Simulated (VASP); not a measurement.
Elastic constants (GPa) of a crystal from PBEsol GGA, VASP's PBE PAW potentials (set 64) in VASP:

```json
[
 {"": "xx", "xx": "270.7", "yy": "146.2", "zz": "146.2", "yz": "0.0", "xz": "0.0", "xy": "0.0"},
 {"": "yy", "xx": "146.2", "yy": "270.7", "zz": "146.2", "yz": "0.0", "xz": "0.0", "xy": "0.0"},
 {"": "zz", "xx": "146.2", "yy": "146.2", "zz": "270.7", "yz": "0.0", "xz": "0.0", "xy": "0.0"},
 {"": "yz", "xx": "0.0", "yy": "0.0", "zz": "0.0", "yz": "152.6", "xz": "0.0", "xy": "0.0"},
 {"": "xz", "xx": "0.0", "yy": "0.0", "zz": "0.0", "yz": "0.0", "xz": "152.6", "xy": "0.0"},
 {"": "xy", "xx": "0.0", "yy": "0.0", "zz": "0.0", "yz": "0.0", "xz": "0.0", "xy": "152.6"}
]
```

Work out the Voigt, Reuss and Hill moduli, Young's modulus and Poisson's ratio.

All eigenvalues are positive (smallest 124.5 GPa), so the crystal is stable. K_V = (C11+C22+C33+2(C12+C13+C23))/9 = (812.1 + 2×438.6)/9 = 187.7 GPa; G_V = (812.1 − 438.6 + 3×457.8)/15 = 116.5 GPa. From the compliances, K_R = 187.7 GPa and G_R = 96.5 GPa. Hill: K = 187.7 GPa, G = 106.5 GPa, E = 9KG/(3K+G) = 268.7 GPa, ν = (3K−2G)/(2(3K+G)) = 0.261. K/G = 1.76, above Pugh's 1.75; universal anisotropy A^U = 1.03.

With a density of 6.12 g/cm³, what are the mean sound speeds?

v_l = √((K+4G/3)/ρ) = 7.34 km/s and v_t = √(G/ρ) = 4.17 km/s. The crystal is GaN (zinc blende), cubic.

The compound is GaN in the zinc blende structure, a metastable form; wurtzite is the usual one. It was relaxed first.
